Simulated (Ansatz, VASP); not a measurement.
# Cross-check of AlN between VASP and Ansatz, part 2 of 2

Aim: how closely do two programs agree when they are given the same cell, functional and k mesh? The cell is taken from a series of runs on this material, whose earlier steps may have relaxed, scaled, displaced or heated it; both programs get it as it stands.

VASP 6.6.1 and Ansatz 0.2.0.

So far: The starting structure; VASP: zone-centre phonons, LDA.

### 3. Ansatz: zone-centre phonons, LDA

Level of this step: Ansatz beside VASP: Kohn-Sham DFT, plane waves, LDA (Ansatz).

Ansatz runs on its PAW soft_1 files.

The same cell, functional (in two slightly different forms), mesh and smearing now go to Ansatz, which takes its cutoff from its data sets.

File input.yaml:

```yaml
crystal:
  lattice:
    - [3.0886224674, 0.0, 0.0]
    - [-1.5443112337, 2.6748255195, 0.0]
    - [0.0, 0.0, 4.9431753232]
  atoms:
    - { symbol: "N", position: [0.3333333333, 0.6666666667, 0.3809902453] }
    - { symbol: "N", position: [0.6666666667, 0.3333333333, 0.8809902453] }
    - { symbol: Al, position: [0.3333333333, 0.6666666667, -0.0009902453] }
    - { symbol: Al, position: [0.6666666667, 0.3333333333, 0.4990097547] }
total_charge: -0.008168
kpoints:
  mp_grid: { grid: [21, 21, 12] }
hamiltonian:
  xc: lda
  pseudopotentials: { kind: paw, azcp: { folder: soft_1 }, xc_functional: pbe }
scf:
  occupations: { method: fermi_dirac, width: 0.03 }
output:
  eigenvalues: true
phonons:
  method: dfpt
```

Launch:

```console
ansatz run input.yaml --threads 4 --pin off --max-ram 16384MiB --backend cpu --events-out ev --progress --plain --runs-dir out
```

Numbers of over 12 decimals in the logs are rounded to 6 here.

The program printed:

```text
Engine: ansatz 0.2.0, aarch64-unknown-linux-gnu
Pseudopotentials: kind: paw
Pseudopotential: N, paw, valence charge 5, recommended cutoff 420 eV (normal), soft_1/N.paw.azcp
Pseudopotential: Al, paw, valence charge 3, recommended cutoff 420 eV (normal), soft_1/Al.paw.azcp
Functional definition: SPW92
  exchange = slater_x
  correlation = pw_c
Crystal: 4 atoms, lattice volume = 40.838 Å³
Basis set: ecut = 420 eV, 785 PW (Γ), exchange–correlation on 48×48×72 points (8 copies of the dense FFT grid, shifted against one another)
Bands: 13, of which v1, the nominal top of the filled ones, is band 8 counted from 1 (7 counted from 0)
Symmetry: 12 space group operations
k-points: 1397 of 5292 (irreducible under 2 space group operations, time reversal used)
Non-local potential: N, projectors of the file, l = 0: 2, l = 1: 2, l = 2: 1
Non-local potential: Al, projectors of the file, l = 0: 2, l = 1: 2, l = 2: 1
PAW form: soft (Blöchl's): semilocal exchange-correlation on the pseudo side does not see the compensation charge
PAW frozen core: N, regenerated for the run's functional, and the local potential with it (the file was generated under x = pbe(κ = 0.804, μ = 0.219515), c = pbe(β = 0.066725))
PAW frozen core: Al, regenerated for the run's functional, and the local potential with it (the file was generated under x = pbe(κ = 0.804, μ = 0.219515), c = pbe(β = 0.066725))
PAW one-centre angular grid: N, 110 points (default); XC on 64 Gauss nodes
PAW one-centre angular grid: Al, 110 points (default); XC on 64 Gauss nodes
Initial density: superposition of atomic densities (chi_scale 0.1, normalization cell, long waves kept (reshape's long-wave potential 0.00 eV rms))
Initial wavefunctions: pseudopotential atomic-orbital guess
Functional: x = slater, c = lda
SCF iter   1: F=—  HF=-1782.658049 eV  |F-HF|=—  |Δ(HF+E_count)|=         —  Δρ=1.37e-1  dr2=9.23e0  ethr=3.10e-3  ⟨swp⟩=6.2  Hψ=112740  notcnv=0
preconditioner: auto → none  [insulator: Δε(μ)=0.103 eV  Ē_g=15.036 eV  σ=0.030 eV  W_gap=0.67  n_scr=2 (ndim 8)  ℏωp=23.2 eV  f_vac=0.000  D(μ)=0.03/eV (n_scr^D=0)  ε∞_Penn≈3.4]
SCF iter   2: F=—  HF=-1779.789756 eV  |F-HF|=—  |Δ(HF+E_count)|=    2.87e0  Δρ=3.56e-2  dr2=4.41e-1  ethr=3.10e-3  ⟨swp⟩=2.9  Hψ=49468  notcnv=0  defer=1321
SCF iter   3: F=—  HF=-1779.630104 eV  |F-HF|=—  |Δ(HF+E_count)|=   1.60e-1  Δρ=1.17e-2  dr2=3.27e-2  ethr=2.75e-3  ⟨swp⟩=1.9  Hψ=25449  notcnv=0  defer=1321
SCF iter   4: F=—  HF=-1779.617047 eV  |F-HF|=—  |Δ(HF+E_count)|=   1.31e-2  Δρ=4.15e-4  dr2=4.82e-5  ethr=2.04e-4  ⟨swp⟩=2.0  Hψ=22418  notcnv=0  defer=1337
SCF iter   5: F=—  HF=-1779.617035 eV  |F-HF|=—  |Δ(HF+E_count)|=   1.21e-5  Δρ=4.68e-5  dr2=4.90e-7  ethr=3.01e-7  ⟨swp⟩=2.0  Hψ=25812  notcnv=0  defer=1337
SCF iter   6: F=—  HF=-1779.617035 eV  |F-HF|=—  |Δ(HF+E_count)|=   2.62e-7  Δρ=9.95e-6  dr2=1.48e-8  ethr=3.06e-9  ⟨swp⟩=2.3  Hψ=29249  notcnv=0  defer=1337
SCF iter   7: F=—  HF=-1779.617035 eV  |F-HF|=—  |Δ(HF+E_count)|=   1.67e-9  Δρ=7.19e-7  dr2=1.81e-10  ethr=9.22e-11  ⟨swp⟩=2.0  Hψ=25184  notcnv=0  defer=1337
SCF iter   8: F=-1779.617035 eV  HF=-1779.617035 eV  |F-HF|=3.18e-12  |Δ(HF+E_count)|=  6.80e-11  Δρ=1.38e-7  dr2=5.41e-12  ethr=1.00e-12  ⟨swp⟩=9.9  Hψ=110241  notcnv=0
SCF 1 converged in 8 iterations: F = -1779.617035 eV  dr2 = 5.41e-12
  greatest PAW one-centre occupation: 0.783 electrons in one spin orbital (limit 2), on the N atom at site 1 (counted from 0), in its partial waves of l = 0
DFPT response loops at Γ: preconditioner auto → Kerker (q_TF=auto, 2.334 Å⁻¹) (partly filled bands, converged f_vac=0.000); β = 1.00, the filter's whole step (`scf.mixing.beta` (0.50) is not read by the response loops under this deck's `scf.mixing.preconditioner`; to damp them name `kerker` or `kerker_dos`, under which they read `scf.mixing.beta`, and type it under 1.00, their step now; both keys bind the ground state too); Broyden in place of MSR1
SCF converged after 8 iterations
Free energy (F): -1779.617035 eV
Harris-Foulkes:  -1779.617035 eV  (|F-HF|=3.18e-12)
Internal energy: -1779.616957 eV  (E = F + TS)
E sigma→0 (E₀):  -1779.616996 eV
Entropy (-TS):   -0.000078 eV (-0.020 meV/atom)
Fermi energy:    11.859858 eV
--- Per-component energies (eV) ---
  E_band       = 29.468562
  E_kinetic    = 314.132664
  E_local      = -417.753981  (includes V_loc(G=0)·N_el)
  E_nonlocal   = 93.455548
  E_hartree    = 152.403254
  E_xc         = -196.501504
  E_vxc        = -213.991201  (∫ρ·V_xc dr)
  E_paw        = -1129.333784  (= ΣΔE_a)
  E_vpaw       = -51.182599  (= ΣTr[D̂ρ^β])
  E_aug_tail   = 0.001641  (compensation charges beyond the density's cutoff)
  E_ewald      = -596.292316
  E_core_change = 0.271521  (= ΣΔE_core)
  E_smearing   = -0.000078  (= −TS)
  E_closure    = -0.000000  (closes the sum)
  E_deformation_potential = -0.143476  (in the stress; not in F)
  Σ components = -1779.617035   (vs F -1779.617035, Δ=0.00e0)
--- Band table (eV; the first three rows and the last of 1397) ---
  k-point 0: bands = [... 4 lower, 6.2088, 6.8672, 6.8672, 7.0953, 11.5085, 13.8288, 17.7520, 18.1993, ... 1 higher]
  k-point 1: bands = [... 4 lower, 6.2193, 6.8553, 6.8553, 6.9324, 11.6415, 13.8493, 17.7031, 18.1878, ... 1 higher]
  k-point 2: bands = [... 4 lower, 6.2504, 6.4973, 6.8205, 6.8205, 11.9860, 13.9031, 17.5722, 18.1675, ... 1 higher]
  k-point 1396: bands = [... 4 lower, 4.2189, 4.2189, 6.0599, 6.0599, 13.6625, 13.6625, 16.2406, 16.2406, ... 1 higher]
--- Phonons (Γ-DFPT): 4 representative perturbations + reference, on 1397 of 5292 k-points (Σ response iterations 12) ---
  k mesh reduced under 2 symmetry operations, with k and −k counted as one. Each operation leaves every solved perturbation unchanged. A smaller set is not used because it would not reduce the number of displacements times k-points to solve
  ASR residual: 1.387e-5 → 0.000e0 eV/Å²; symmetrization residual: 4.241e-6 eV/Å²
  ASR residual per site (eV/Å²): 1.39e-5 1.39e-5 1.34e-5 1.34e-5
  Γ frequencies (cm⁻¹): 0.00 0.00 0.00 238.93 238.93 551.76 620.46 666.98 666.98 678.39 678.39 728.23
  non-analytic LO–TO correction: not included (Born effective charges unavailable; polar crystals: no LO–TO splitting at Γ)
```

### 4. Side by side

Known differences besides the potentials themselves: the cutoff is 420 eV in Ansatz and 600 eV in VASP; VASP's log shows a relativistic correction to its local exchange, Ansatz's none. Total energies have different zeros and are not compared.

Both answers:

| quantity | Ansatz | VASP | difference |
| --- | --- | --- | --- |
| optical mode 1 to 2 (cm⁻¹) | 238.9 | 239.0 | -0.02 % |
| optical mode 3 (cm⁻¹) | 551.8 | 553.2 | -0.27 % |
| optical mode 4 (cm⁻¹) | 620.5 | 625.6 | -0.81 % |
| optical mode 5 to 6 (cm⁻¹) | 667.0 | 673.0 | -0.89 % |
| optical mode 7 to 8 (cm⁻¹) | 678.4 | 683.7 | -0.78 % |
| optical mode 9 (cm⁻¹) | 728.2 | 732.3 | -0.56 % |

Modes are paired by rising frequency, not by their patterns, so a pair may set unlike modes beside each other; they are those without the splitting of longitudinal modes. The cell carries a charge of -0.008168 e against a uniform background, so its pressure also hangs on how the neutralising background is counted, and in a defect's cell a gap may be the spacing between its levels.

### 5. Results

```yaml
r_m_s_difference_of_the_optical_zone_centre_modes_each_program_s_sorted_by_frequency_zone_centre_phonons_lda: 4.4 cm⁻¹
difference_in_optical_mode_5_to_6_zone_centre_phonons_lda: -0.9 %
```

The r.m.s. difference of the optical zone-centre modes, each program's sorted by frequency is 4.4 cm⁻¹ (zone-centre phonons, LDA). Among the rows given in per cent, the largest difference of the zone-centre phonons, LDA pair is in optical mode 5 to 6, -0.9 %. Such differences can come from data sets, numerical settings and the points named under the comparisons, not from the functional's error against experiment.

[Lines on the potential files, build, host, timing and source positions are cut from VASP's logs without a mark.]

[Logs are printed without paths, hosts, clocks, repeated set-up lines and the standing remarks that a program may print on its own settings, such as how far it seeks lower states.]

[Hosts, paths, dates, database ids (printed as entryN), source tags and the programs' standing remarks are cut or masked in the printed files.]
